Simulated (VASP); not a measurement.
These are PBE GGA, VASP's PBE PAW potentials (set 64) (plane waves; VASP) values and carry that method's errors.

A VASP calculation is set up with these files.

**KPOINTS**
```
Automatic mesh
0
Gamma
4 4 4
0 0 0
```

**INCAR**
```
# general
SYSTEM  = Cd4S3Te
PREC    = Accurate
ENCUT   = 400
LREAL   = .FALSE.
LASPH   = .TRUE.

# electronic loop
EDIFF   = 1E-6
NELM    = 100
ALGO    = Normal
LMAXMIX = 4

# smearing
ISMEAR  = 0
SIGMA   = 0.05

# functional
GGA     = PE

# output
LWAVE   = .FALSE.
LCHARG  = .TRUE.
```

### POSCAR
```
Cd4S3Te
1
    6.0937175641     0.0000000000     0.0000000000
    0.0000000000     6.0937175641     0.0000000000
    0.0000000000     0.0000000000     6.0937175641
Cd Te S
4 1 3
Direct
  0.9860134569   0.9860134569   0.9860134569
  0.5139865431   0.5139865431   0.9860134569
  0.5139865431   0.9860134569   0.5139865431
  0.9860134569   0.5139865431   0.5139865431
  0.2500000000   0.2500000000   0.2500000000
  0.7500000000   0.7500000000   0.2500000000
  0.7500000000   0.2500000000   0.7500000000
  0.2500000000   0.7500000000   0.7500000000
```

POTCAR, in this order: Cd Te S (PBE.64 set). Program: vasp_std.

Output

**OSZICAR**
```
       N       E                     dE             d eps       ncg     rms          rms(c)
DAV:   1     0.444973365617E+03    0.44497E+03   -0.30043E+04   860   0.123E+03
DAV:   2     0.324300111265E+01   -0.44173E+03   -0.43457E+03   976   0.333E+02
DAV:   3    -0.246065636115E+02   -0.27850E+02   -0.27733E+02   999   0.825E+01
DAV:   4    -0.249929263803E+02   -0.38636E+00   -0.38594E+00  1018   0.940E+00
DAV:   5    -0.249989325839E+02   -0.60062E-02   -0.60053E-02   988   0.111E+00    0.139E+01
DAV:   6    -0.230329623309E+02    0.19660E+01   -0.48073E+00  1028   0.153E+01    0.111E+01
DAV:   7    -0.230071709273E+02    0.25791E-01   -0.14967E+00   917   0.493E+00    0.538E+00
DAV:   8    -0.230012356067E+02    0.59353E-02   -0.22287E-01  1016   0.330E+00    0.600E-01
DAV:   9    -0.229953160096E+02    0.59196E-02   -0.47489E-02  1017   0.164E+00    0.271E-01
DAV:  10    -0.229961973924E+02   -0.88138E-03   -0.37077E-03   930   0.366E-01    0.164E-01
DAV:  11    -0.229963478304E+02   -0.15044E-03   -0.32791E-04   973   0.123E-01    0.723E-02
DAV:  12    -0.229964080641E+02   -0.60234E-04   -0.13029E-04   928   0.490E-02    0.464E-02
DAV:  13    -0.229964286295E+02   -0.20565E-04   -0.43199E-05   893   0.275E-02    0.898E-03
DAV:  14    -0.229964283572E+02    0.27231E-06   -0.25386E-06   791   0.125E-02
   1 F= -.22996428E+02 E0= -.22996428E+02  d E =-.257547E-12
```

**OUTCAR**
```
------------------------ aborting loop because EDIFF is reached ----------------------------------------
  FORCE on cell =-STRESS in cart. coord.  units (eV):
  Direction    XX          YY          ZZ          XY          YZ          ZX
  --------------------------------------------------------------------------------------
  Total        0.0110489      0.0110489      0.0110489      0.0000000      0.0000000      0.0000000
  in kB        0.0782317      0.0782317      0.0782317      0.0000000      0.0000000      0.0000000
  external PRESSURE =       0.0782317 kB  Pullay stress =       0.0000000 kB
  volume of cell :      226.28
      direct lattice vectors                 reciprocal lattice vectors
     6.093717564  0.000000000  0.000000000     0.164103438  0.000000000  0.000000000
     0.000000000  6.093717564  0.000000000     0.000000000  0.164103438  0.000000000
     0.000000000  0.000000000  6.093717564     0.000000000  0.000000000  0.164103438
 POSITION                                       TOTAL-FORCE (eV/Angst)
 -----------------------------------------------------------------------------------
      6.00849      6.00849      6.00849        -0.000751     -0.000751     -0.000751
      3.13209      3.13209      6.00849         0.000751      0.000751     -0.000751
      3.13209      6.00849      3.13209         0.000751     -0.000751      0.000751
      6.00849      3.13209      3.13209        -0.000751      0.000751      0.000751
      1.52343      1.52343      1.52343        -0.000000     -0.000000      0.000000
      4.57029      4.57029      1.52343         0.000000     -0.000000      0.000000
      4.57029      1.52343      4.57029        -0.000000     -0.000000     -0.000000
      1.52343      4.57029      4.57029        -0.000000     -0.000000     -0.000000
 -----------------------------------------------------------------------------------
    total drift:                                0.000000      0.000000      0.000000
  FREE ENERGIE OF THE ION-ELECTRON SYSTEM (eV)
  ---------------------------------------------------
  free  energy   TOTEN  =       -22.9964283572 eV

  energy  without entropy=      -22.9964283572  energy(sigma->0) =      -22.99642836
```
(Selected blocks of OUTCAR.)

OUTCAR:
```
 val. band max:        1.3282410127   @ k =   0.0000   0.0000   0.0000

 cond. band min:       2.0009084694   @ k =   0.0000   0.0000   0.0000


 Fermi energy:         1.5646686179

 k-point     1 :       0.0000    0.0000    0.0000
  band No.  band energies     occupation
      1     -10.8105      2.00000
      2     -10.4505      2.00000
      3     -10.4505      2.00000
      4      -8.9685      2.00000
      5      -6.4858      2.00000
      6      -6.4858      2.00000
      7      -6.4858      2.00000
      8      -6.3193      2.00000
      9      -6.3193      2.00000
     10      -6.3193      2.00000
     11      -6.2642      2.00000
     12      -6.2642      2.00000
     13      -6.2642      2.00000
     14      -6.1991      2.00000
     15      -6.1991      2.00000
     16      -6.1991      2.00000
     17      -6.1443      2.00000
     18      -6.1443      2.00000
     19      -6.0781      2.00000
     20      -6.0781      2.00000
     21      -6.0781      2.00000
     22      -5.7371      2.00000
     23      -5.7371      2.00000
     24      -5.6900      2.00000
     25      -2.6065      2.00000
     26      -2.6065      2.00000
     27      -2.6065      2.00000
     28      -0.6119      2.00000
     29      -0.6119      2.00000
     30      -0.6119      2.00000
     31      -0.3777      2.00000
     32      -0.3777      2.00000
     33      -0.3777      2.00000
     34       1.3282      2.00000
     35       1.3282      2.00000
     36       1.3282      2.00000
     37       2.0009      0.00000
     38       4.4896      0.00000
     39       4.7214      0.00000
     40       4.7214      0.00000
     41       5.0487      0.00000
     42       5.0487      0.00000
     43       5.0487      0.00000

 k-point     2 :       0.2500    0.0000    0.0000
  band No.  band energies     occupation
      1     -10.7580      2.00000
      2     -10.4930      2.00000
      3     -10.4508      2.00000
      4      -8.9742      2.00000
      5      -6.4561      2.00000
...
```

Unless said otherwise, spin-orbit coupling is left out, though it shifts the bands of the heavy elements here.

The structure was generated: Cd4S3Te was put into an ordered model structure (P-43m), which need not be its known phase. It was relaxed first, which changed the volume by +6 %.
